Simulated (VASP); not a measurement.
All values below come from SCAN meta-GGA, VASP's PBE PAW potentials (set 64) (plane waves; VASP).

Input for VASP

**KPOINTS_OPT**
```
k-points along high-symmetry lines
6
Line-mode
Reciprocal
  0.000000   0.000000   0.000000 ! GAMMA
 -0.000000   0.500000   0.000000 ! M

 -0.000000   0.500000   0.000000 ! M
 -0.333333   0.666667   0.000000 ! K

 -0.333333   0.666667   0.000000 ! K
  0.000000   0.000000   0.000000 ! GAMMA

  0.000000   0.000000   0.000000 ! GAMMA
  0.000000   0.000000   0.500000 ! A

  0.000000   0.000000   0.500000 ! A
 -0.000000   0.500000   0.500000 ! L

 -0.000000   0.500000   0.500000 ! L
 -0.333333   0.666667   0.500000 ! H

 -0.333333   0.666667   0.500000 ! H
  0.000000   0.000000   0.500000 ! A

 -0.000000   0.500000   0.500000 ! L
 -0.000000   0.500000   0.000000 ! M

 -0.333333   0.666667   0.500000 ! H
 -0.333333   0.666667   0.000000 ! K
```

File KPOINTS:
```
Automatic
0
gamma
13 13 7
```

### INCAR
```
# general
SYSTEM   =  Y
PREC     =  Accurate
ENCUT    =  520   # plane-wave cut-off (eV)
LREAL    =  .FALSE.   # projection in real space or not
LASPH    =  .TRUE.

# electronic loop
EDIFF    =  1E-7
NELM     =  100   # most electronic steps
ALGO     =  Normal
LMAXMIX  =  4   # l cut-off of mixed one-centre charges
LMIXTAU  =  .TRUE.

# smearing
ISMEAR   =  -5   # tetrahedra, Bloechl

# functional
METAGGA  =  SCAN

# ions
ISIF     =  2   # forces and stress, cell fixed

# output
LWAVE    =  .FALSE.
LCHARG   =  .FALSE.
LORBIT   =  11
NEDOS    =  601
```

### POSCAR
```
Y
1
    1.8370982397    -3.1819477714    -0.0000000000
    1.8370982397     3.1819477714     0.0000000000
   -0.0000000000     0.0000000000     5.6559506117
Y
2
Direct
  0.3333330000   0.6666670000   0.2500000000
  0.6666670000   0.3333330000   0.7500000000
```

POTCAR, in this order: Y_sv (PBE.64 set). Program: vasp_std.

Output of the run:

File OSZICAR:
```
       N       E                     dE             d eps       ncg     rms          rms(c)
DAV:   1     0.433439430198E+02    0.43344E+02   -0.12079E+04  2520   0.144E+03
DAV:   2    -0.535546290780E+02   -0.96899E+02   -0.95978E+02  3165   0.296E+02
DAV:   3    -0.627140570275E+02   -0.91594E+01   -0.91254E+01  4877   0.513E+01
DAV:   4    -0.629684770623E+02   -0.25442E+00   -0.25433E+00  2843   0.972E+00
DAV:   5    -0.629768292600E+02   -0.83522E-02   -0.83580E-02  3715   0.130E+00    0.326E+01
DAV:   6    -0.581479033664E+02    0.48289E+01   -0.20028E+01  3108   0.196E+01    0.228E+01
DAV:   7    -0.554411977270E+02    0.27067E+01   -0.90832E+00  4704   0.121E+01    0.515E+00
DAV:   8    -0.548367842599E+02    0.60441E+00   -0.25852E+00  4455   0.111E+01    0.548E+00
DAV:   9    -0.553922684254E+02   -0.55548E+00   -0.13374E+00  2520   0.994E+00    0.269E+00
DAV:  10    -0.556148817235E+02   -0.22261E+00   -0.11490E-01  2795   0.412E+00    0.466E-01
DAV:  11    -0.556163062213E+02   -0.14245E-02   -0.92447E-02  2835   0.388E+00    0.132E+00
DAV:  12    -0.556325648726E+02   -0.16259E-01   -0.61500E-02  2520   0.303E+00    0.484E-01
DAV:  13    -0.556426419257E+02   -0.10077E-01   -0.16032E-02  3072   0.164E+00    0.337E-01
DAV:  14    -0.556444463913E+02   -0.18045E-02   -0.26609E-03  2660   0.643E-01    0.381E-01
DAV:  15    -0.556474247242E+02   -0.29783E-02   -0.99299E-03  2520   0.125E+00    0.411E-01
DAV:  16    -0.556480574352E+02   -0.63271E-03   -0.20640E-03  2980   0.487E-01    0.540E-02
DAV:  17    -0.556464972506E+02    0.15602E-02   -0.24952E-03  2534   0.627E-01    0.669E-02
DAV:  18    -0.556466300017E+02   -0.13275E-03   -0.33065E-04  2723   0.232E-01    0.882E-02
DAV:  19    -0.556466728728E+02   -0.42871E-04   -0.80253E-04  2562   0.401E-01    0.272E-02
DAV:  20    -0.556467586174E+02   -0.85745E-04   -0.38386E-04  2534   0.248E-01    0.288E-02
DAV:  21    -0.556467548646E+02    0.37529E-05   -0.85792E-05  2730   0.117E-01    0.154E-02
DAV:  22    -0.556467483209E+02    0.65437E-05   -0.12464E-05  2884   0.462E-02    0.122E-02
DAV:  23    -0.556467685682E+02   -0.20247E-04   -0.10587E-05  2618   0.460E-02    0.377E-03
DAV:  24    -0.556467753890E+02   -0.68209E-05   -0.12074E-05  2576   0.439E-02    0.169E-03
DAV:  25    -0.556467727736E+02    0.26155E-05   -0.21785E-06  2660   0.194E-02    0.265E-03
DAV:  26    -0.556467686178E+02    0.41558E-05   -0.17014E-07  2457   0.486E-03    0.190E-03
DAV:  27    -0.556467642169E+02    0.44008E-05   -0.16820E-07  1988   0.523E-03    0.276E-03
DAV:  28    -0.556467695728E+02   -0.53559E-05   -0.34414E-07  1946   0.764E-03    0.525E-04
DAV:  29    -0.556467690177E+02    0.55518E-06   -0.65730E-08  1540   0.316E-03    0.425E-04
DAV:  30    -0.556467683305E+02    0.68713E-06   -0.14517E-08  1400   0.152E-03    0.278E-04
DAV:  31    -0.556467676973E+02    0.63322E-06   -0.28090E-09  1365   0.656E-04    0.132E-04
DAV:  32    -0.556467674244E+02    0.27293E-06   -0.19692E-09  1365   0.577E-04    0.166E-04
DAV:  33    -0.556467674118E+02    0.12570E-07   -0.56843E-10  1323   0.271E-04
   1 F= -.55646767E+02 E0= -.55646767E+02  d E =0.000000E+00
       N       E                     dE             ncg
```

OUTCAR:
```
------------------------ aborting loop because EDIFF is reached ----------------------------------------
  FORCE on cell =-STRESS in cart. coord.  units (eV):
  Direction    XX          YY          ZZ          XY          YZ          ZX
  --------------------------------------------------------------------------------------
  Total        0.0505773      0.0505773      0.1332375     -0.0000000      0.0000000      0.0000000
  in kB        1.2254768      1.2254770      3.2283149     -0.0000000      0.0000000      0.0000000
  external PRESSURE =       1.8930895 kB  Pullay stress =       0.0000000 kB
  volume of cell :       66.12
      direct lattice vectors                 reciprocal lattice vectors
     1.837098240 -3.181947771  0.000000000     0.272168352 -0.157136457  0.000000000
     1.837098240  3.181947771  0.000000000     0.272168352  0.157136457  0.000000000
     0.000000000  0.000000000  5.655950612     0.000000000  0.000000000  0.176804938
 POSITION                                       TOTAL-FORCE (eV/Angst)
 -----------------------------------------------------------------------------------
      1.83710      1.06065      1.41399         0.000000      0.000000      0.000000
      1.83710     -1.06065      4.24196         0.000000     -0.000000      0.000000
 -----------------------------------------------------------------------------------
    total drift:                                0.000000      0.000516     -0.000010
  FREE ENERGIE OF THE ION-ELECTRON SYSTEM (eV)
  ---------------------------------------------------
  free  energy   TOTEN  =       -55.6467674118 eV

  energy  without entropy=      -55.6467674118  energy(sigma->0) =      -55.64676741

 total charge

# of ion       s       p       d       f       tot
--------------------------------------------------
    1        2.271   6.259   0.873   0.006   9.410
    2        2.271   6.259   0.873   0.006   9.410
--------------------------------------------------
tot          4.543  12.517   1.746   0.013  18.819
```
(Selected blocks of OUTCAR.)

OUTCAR:
```
 val. band max:        2.9592804237   @ k =   0.3077   0.2308   0.4286

 cond. band min:       2.9848606080   @ k =   0.3846   0.0000   0.4286


 Fermi energy:         2.9826693907

 k-point     1 :       0.0000    0.0000    0.0000
  band No.  band energies     occupation
      1     -41.3294      2.00000
      2     -41.2476      2.00000
      3     -20.8978      2.00000
      4     -20.4083      2.00000
      5     -20.4083      2.00000
      6     -20.3090      2.00000
      7     -20.3090      2.00000
      8     -20.2661      2.00000
      9      -1.8981      2.00000
     10       1.1210      2.00000
     11       3.8644      0.00000
     12       4.9149      0.00000
     13       4.9149      0.00000
     14       5.3675      0.00000
     15       5.5937      0.00000

 k-point     2 :       0.0769    0.0000    0.0000
  band No.  band energies     occupation
      1     -41.3264      2.00000
      2     -41.2467      2.00000
      3     -20.8870      2.00000
      4     -20.4287      2.00000
      5     -20.4156      2.00000
      6     -20.3307      2.00000
      7     -20.3113      2.00000
      8     -20.2716      2.00000
      9      -1.7710      2.00000
     10       1.2372      2.00000
     11       3.7423      0.00000
     12       4.5809      0.00000
     13       5.0338      0.00000
     14       5.4433      0.00000
     15       5.6117      0.00000

 k-point     3 :       0.1538    0.0000    0.0000
  band No.  band energies     occupation
      1     -41.3180      2.00000
      2     -41.2445      2.00000
      3     -20.8557      2.00000
      4     -20.4856      2.00000
      5     -20.4352      2.00000
      6     -20.3897      2.00000
      7     -20.3183      2.00000
      8     -20.2882      2.00000
      9      -1.4036      2.00000
     10       1.5533      2.00000
     11       3.4276     -0.03189
     12       4.0295      0.00000
     13       5.1031      0.00000
     14       5.3855      0.00000
     15       5.4258      0.00000
...
```

For a metal the tetrahedron method with Blöchl corrections gives inexact stress and forces.

The compound is Y in the hcp structure. It was relaxed first.
